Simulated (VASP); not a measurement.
Given:

```
CdZn3S4
1.0
   -0.00905     5.46893     5.48455
    5.46893    -0.00905     5.48455
    2.72994     2.72994     0.00000
Zn S Cd
3 4 1
Direct
  0.00054   0.00054   0.99892
  0.00195   0.49826   0.99979
  0.49826   0.00195   0.99979
  0.12532   0.12532   0.24937
  0.10618   0.63125   0.26257
  0.63125   0.10618   0.26257
  0.63846   0.63846   0.22307
  0.49804   0.49804   0.00393
```

Computed with PBEsol GGA, VASP's PBE PAW potentials (set 64) (plane waves; VASP). Settings: 400 eV cut-off, 4×4×8 Γ-centred mesh, tetrahedra with Blöchl corrections, potentials Zn S Cd.

The cores are frozen, which limits the accuracy of field gradients.

Task: Give the principal components of the electric field gradient (V/Å²) and the asymmetry η at each nucleus.

Result: 
```
atom   Vxx   Vyy    Vzz     η
----  ----  ----  -----  ----
Zn1    6.6   1.8   -8.4  0.57
Zn2   -5.7  -3.8    9.5  0.20
Zn3   -5.7  -3.8    9.5  0.20
S4    -0.9  -0.3    1.2  0.56
S5     9.2   5.7  -14.9  0.24
S6     9.2   5.7  -14.9  0.24
S7    15.6   3.1  -18.7  0.67
Cd8   11.8   5.1  -16.9  0.39
```

The structure was generated: CdZn3S4 was put into an ordered model structure (Amm2), which need not be its known phase. It was relaxed first.
